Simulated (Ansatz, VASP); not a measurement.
# Cross-check of Al21ZnGa16O57 (partly crystallised 42Ga2O3-58Al2O3 (mol %)) between VASP and Ansatz, part 3 of 3

Wanted: the spread between two codes on one cell, functional and k mesh. Of the first pair: The structure shown is the start of the Ansatz relaxation below; VASP solves that cell, so the two are compared at the walk's first step.

VASP 6.6.1 and Ansatz 0.2.0.

So far. Step 3 (VASP: single point, PBEsol, start cell, pair 1): The run ends at a pressure of 4.37 GPa, with forces up to 2.4 eV/Å.

## 6. VASP: single point, PBEsol, relaxed cell, pair 2

Level of this step: PBEsol, spin-polarised from a ferromagnetic start; plane waves and PAW (Ga_d, Al, Zn, O) (VASP).

The same cell, functional, mesh and smearing now go to VASP, with its own data sets.

Input file INCAR:

```
SYSTEM = Al21ZnGa16O57
PREC = Accurate
ENCUT = 520
EDIFF = 1E-06
NELM = 200
ISMEAR = -1
SIGMA = 0.025
LREAL = Auto
ALGO = Normal
GGA = PS
NBANDS = 384
ISPIN = 2
MAGMOM = 0 -0 0 0 -0 -0 0 -0 0 0 0 0 -0 -0 -0 -0 -0 0 -0 -0 -0 0 -0 -0 -0 -0 -0 -0 0 0 -0 -0 -0 0 -0 -0 0 0.17 0 0 -0 -0 0 0 -0 0 0 0.01 0 0 0.13 0 0 -0 0 0 -0 -0 -0 0 0 0 -0 0.01 0.01 0 0 0.02 0 0.17 0.13 0 0 0.17 0.01 0 -0 0.01 -0 0 -0 0 0.01 0 0 0 0.02 0 0 0.01 0 0.01 0 0 -0
LORBIT = 11
LWAVE = .FALSE.
LCHARG = .FALSE.
ISIF = 2
LASPH = .TRUE.
GGA_COMPAT = .FALSE.
NCORE = 2
```

Input file POSCAR:

```
Al21ZnGa16O57
1.0
    9.8198500000      0.0000000000      0.0000000000
    0.0000000000      9.8198500000      0.0000000000
    0.0000000000      0.0000000000      9.8198500000
Ga Al Zn O
16 21 1 57
Direct
    0.4389100000      0.9210700000      0.6902100000
    0.2210900000      0.6967600000      0.7395300000
[... 2 atom lines left out ...]
    0.0302500000      0.4615600000      0.3112800000
    0.5788600000      0.9788500000      0.4076700000
    0.9676300000      0.0624100000      0.1159200000
[... 1 atom line left out ...]
    0.5589500000      0.4768500000      0.3651600000
[... 1 atom line left out ...]
    0.7575400000      0.4765900000      0.1126100000
    0.7773900000      0.7010100000      0.3762200000
[... 1 atom line left out ...]
    0.0369900000      0.2359900000      0.5547400000
[... 5 atom lines left out ...]
    0.6780200000      0.2703900000      0.6020500000
[... 3 atom lines left out ...]
    0.8868700000      0.0144800000      0.4415500000
[... 1 atom line left out ...]
    0.9581700000      0.5497500000      0.5999900000
[... 1 atom line left out ...]
    0.5728000000      0.2209600000      0.1740200000
[... 6 atom lines left out ...]
    0.7641800000      0.8180200000      0.1108600000
    0.3516000000      0.1779500000      0.5374100000
[... 1 atom line left out ...]
    0.7945900000      0.2473300000      0.3478400000
[... 2 atom lines left out ...]
    0.9289100000      0.3792600000      0.6454900000
[... 3 atom lines left out ...]
    0.8421100000      0.8509200000      0.4940100000
[... 5 atom lines left out ...]
    0.7360200000      0.3054800000      0.1761500000
[... 3 atom lines left out ...]
    0.4257000000      0.5099900000      0.5081100000
    0.1601700000      0.1974800000      0.1628800000
[... 2 atom lines left out ...]
    0.4716400000      0.3701100000      0.2388700000
    0.1114400000      0.9412900000      0.1962000000
[... 2 atom lines left out ...]
    0.6838800000      0.5793000000      0.2562800000
    0.6505600000      0.6678200000      0.5296300000
    0.5993100000      0.4821100000      0.9778900000
[... 1 atom line left out ...]
    0.9784400000      0.1964400000      0.9862300000
    0.6168800000      0.1819700000      0.9928800000
[... 1 atom line left out ...]
    0.6937300000      0.3820600000      0.4578300000
    0.8682200000      0.0713200000      0.2747200000
    0.4085000000      0.1486300000      0.1217200000
[... 1 atom line left out ...]
    0.8005800000      0.1489200000      0.5250500000
    0.5948400000      0.9294400000      0.5865100000
    0.8369300000      0.4398800000      0.9143800000
    0.9419800000      0.5925400000      0.4242600000
    0.6044200000      0.1339300000      0.3244700000
    0.0583200000      0.0498700000      0.4735400000
[... 1 atom line left out ...]
    0.2190500000      0.4591500000      0.3021900000
    0.9507100000      0.4925400000      0.1448200000
    0.7409100000      0.2135500000      0.7774800000
    0.5121100000      0.2016400000      0.5979500000
[... 1 atom line left out ...]
    0.3124900000      0.1646200000      0.3649800000
    0.6339400000      0.4493800000      0.7169100000
[... 2 atom lines left out ...]
    0.8080000000      0.9746600000      0.0349800000
[... 2 atom lines left out ...]
    0.9884000000      0.3016500000      0.3856500000
    0.0266700000      0.1415800000      0.7231200000
    0.6510900000      0.8453200000      0.2888800000
```

Input file KPOINTS:

```
Automatic mesh
0
Gamma
1 1 1
0 0 0
```

Potentials, in the order of the species: Ga_d, Al, Zn and O (PBE family, release 64).

Started as:

```bash
mpirun -np 8 vasp_gam
```

Numbers of over 12 decimals in the logs are rounded to 6 here.

Log:

```text
[banner, memory and clock lines left out]
running    8 mpi-ranks, on    1 nodes
[...]
[... a notice as in an earlier step ...]

 LDA part: xc-table for (Slater+PW92), standard interpolation
 POSCAR, INCAR and KPOINTS ok, starting setup
[...]
entering main loop
       N       E                     dE             d eps       ncg     rms          rms(c)
DAV:   1     0.161688103025E+05    0.16169E+05   -0.23538E+05  1616   0.274E+03
DAV:   2     0.362419672436E+04   -0.12545E+05   -0.11712E+05  1536   0.846E+02
DAV:   3    -0.254016208614E+03   -0.38782E+04   -0.36112E+04  2088   0.350E+02
DAV:   4    -0.722426109074E+03   -0.46841E+03   -0.46083E+03  2104   0.132E+02
[...]
DAV:  19    -0.662789323150E+03   -0.30414E-05   -0.67762E-05  1976   0.239E-02    0.117E-02
DAV:  20    -0.662789321760E+03    0.13902E-05   -0.14891E-05  2352   0.221E-02    0.503E-03
DAV:  21    -0.662789321823E+03   -0.62420E-07   -0.49223E-06  1440   0.857E-03
   1 F= -.66278932E+03 E0= -.66278859E+03  d E =-.147228E-02  mag=     0.9985
```

Parts of OUTCAR (step 6):

```text
  Total       11.6647225     19.7727224     36.2102813      4.0492918      0.7914978      8.2062401
  in kB       19.7365133     33.4551121     61.2671841      6.8513333      1.3392009     13.8848196
  external PRESSURE =      38.1529365 kB  Pullay stress =       0.0000000 kB

 POSITION                                       TOTAL-FORCE (eV/Angst)
 -----------------------------------------------------------------------------------
      4.31003      9.04477      6.77776         0.013560      0.026979     -0.012121
      2.17107      6.84208      7.26207        -0.009991     -0.010204     -0.012805
      7.00263      0.41548      8.67161         0.037063     -0.015522     -0.002988
      1.91163      7.98275      0.17921         0.000501      0.007190      0.006711
      0.29705      4.53245      3.05672        -0.010297     -0.029313     -0.010019
      5.68432      9.61216      4.00326         0.028095      0.069174      0.002619
      9.50198      0.61286      1.13832        -0.014712      0.042532      0.006479
[...]
5.02884      1.98007      5.87178         0.029509      0.016331      0.026331
      1.52139      6.67121      1.52070         0.013748     -0.032428      0.007954
      3.06860      1.61654      3.58405         0.002612      0.005787      0.014860
      6.22520      4.41284      7.03995        -0.012298     -0.024858     -0.008056
      2.45987      1.22856      8.83423         0.004066      0.001863      0.003760
      1.66005      7.72272      4.13789        -0.004369     -0.008893     -0.018306
[...]
-----------------------------------------------------------------------------------
    total drift:                               -0.003227     -0.006451      0.007904

  FREE ENERGIE OF THE ION-ELECTRON SYSTEM (eV)
  ---------------------------------------------------
  free  energy   TOTEN  =      -662.7893218226 eV

  energy  without entropy=     -662.7878495433  energy(sigma->0) =     -662.78858568

 magnetization (x)
# of ion       s       p       d       tot
------------------------------------------
    1       -0.000  -0.000   0.000   0.000
    2       -0.000  -0.000   0.000  -0.000
    3       -0.000  -0.000   0.000  -0.000
    4       -0.000   0.000  -0.000   0.000
    5       -0.000  -0.000   0.000  -0.000
    6       -0.000  -0.000   0.000  -0.000
    7       -0.001  -0.001   0.003   0.001
    8       -0.000   0.000  -0.000   0.000
    9       -0.001  -0.001   0.001   0.000
   10       -0.000  -0.000   0.001  -0.000
   11       -0.001   0.000   0.002   0.001
   12        0.000   0.000   0.000   0.000
   13       -0.000  -0.000   0.000  -0.000
[...]
--------------------------------------------------
tot         -0.001   0.699   0.184   0.882

[... 2 parts as in an earlier step ...]

[... 1 further part left out ...]
[key lines of the parts left out:]
E-fermi :   5.0103
```

The run ends at a pressure of 3.82 GPa, with forces up to 0.12 eV/Å.

## 7. Side by side

What differs besides the data sets and the points named for the pairs above, as far as they apply: site moments are counted in spheres of each program's own size. Total energies have different zeros and are not compared.

The two programs side by side:

| quantity | Ansatz | VASP | difference |
| --- | --- | --- | --- |
| total moment (μB) | 1.00 | 1.00 | 0.00 |
| moment on O74 (μB) | 0.17 | 0.17 | 0.00 |
| moment on O70 (μB) | 0.17 | 0.17 | 0.00 |
| moment on Zn38 (μB) | 0.17 | 0.16 | +0.01 |
| moment on O71 (μB) | 0.13 | 0.13 | 0.00 |
| moment on O51 (μB) | 0.13 | 0.13 | 0.00 |

Forces on 7 of the 95 atoms, those with the largest forces and the largest differences (eV/Å; atoms numbered as in POSCAR):

| atom | Ansatz x, y, z | VASP x, y, z |
| --- | --- | --- |
| Ga6 | 0.002, 0.006, -0.010 | 0.028, 0.069, 0.003 |
| Ga11 | 0.008, -0.022, 0.018 | 0.002, -0.038, 0.053 |
| O51 | 0.008, 0.020, 0.004 | -0.022, 0.069, -0.089 |
| O70 | -0.013, -0.009, -0.003 | -0.047, 0.045, 0.030 |
| O71 | -0.002, 0.001, -0.006 | 0.022, -0.050, -0.059 |
| O74 | -0.003, 0.015, 0.010 | -0.024, -0.009, 0.085 |
| O78 | -0.016, -0.005, -0.008 | -0.035, -0.061, 0.029 |

The forces differ by 18 meV/Å r.m.s., where the r.m.s. force is 0.007 eV/Å in Ansatz and 0.020 eV/Å in VASP: the atoms lie near their places of rest in Ansatz, so a percentage would say little (all taken over all components).

## 8. Outcome

```
r.m.s. force difference (single point, PBEsol, start cell, pair 1)   : 7.9 % of the r.m.s. force
r.m.s. force difference (single point, PBEsol, relaxed cell, pair 2) : 18 meV/Å
```

**Reading.** The r.m.s. force difference is 7.9 % of the r.m.s. force (single point, PBEsol, start cell, pair 1), beyond the 3 % picked in this series as the mark of a large difference. What causes the difference of the single point, PBEsol, start cell, pair 1 pair stays open here. What causes the difference of the single point, PBEsol, relaxed cell, pair 2 pair stays open here. Such differences can come from data sets, numerical settings and the points named under the comparisons, not from the functional's error against experiment.

[Lines on the potential files, build, host, timing and source positions are cut from VASP's logs without a mark.]

[Logs are printed without paths, hosts, clocks, repeated set-up lines and the standing remarks that a program may print on its own settings, such as how far it seeks lower states.]

[Hosts, paths, dates, database ids (printed as entryN), source tags and the programs' standing remarks are cut or masked in the printed files.]
